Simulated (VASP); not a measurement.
Consider the following.

```yaml
crystal:
  lattice:
    - [-1.64173, 1.64173, 1.64173]
    - [1.64173, -1.64173, 1.64173]
    - [1.64173, 1.64173, -1.64173]
  atoms:
    - { symbol: Ta, position: [0.00000, 0.00000, 0.00000] }
```

These are PBEsol GGA, VASP's PBE PAW potentials (set 64) (plane waves; VASP) values and carry that method's errors. Settings: 520 eV cut-off, 16×16×16 Γ-centred mesh, first-order Methfessel-Paxton smearing of 0.10 eV, potentials Ta_pv.

**Question.** Give the energy at these volumes per atom, relative to the lowest: 16.65, 17.18, 17.71, 18.24, 18.77 Å³.

**Answer.** 43.4, 10.1, 0.0, 10.0, 38.0 meV/atom. A third-order Birch-Murnaghan fit gives B0 = 204 GPa and B0′ = 3.1.

Measured: bulk modulus 198 GPa at 0 K (computed value off by +3.0 %), as given by H. Levämäki et al., Physical Review B (2014), arXiv:1402.3671 [corrected for temperature and zero-point phonon effects]; a 3.299 Å at 0 K (computed value off by -0.5 %), as given by Daniel Mejia-Rodriguez et al., Physical Review B (2018), arXiv:1807.09216 [static lattice: zero-point anharmonic expansion removed].

The compound is Ta in the bcc structure. It was relaxed first.
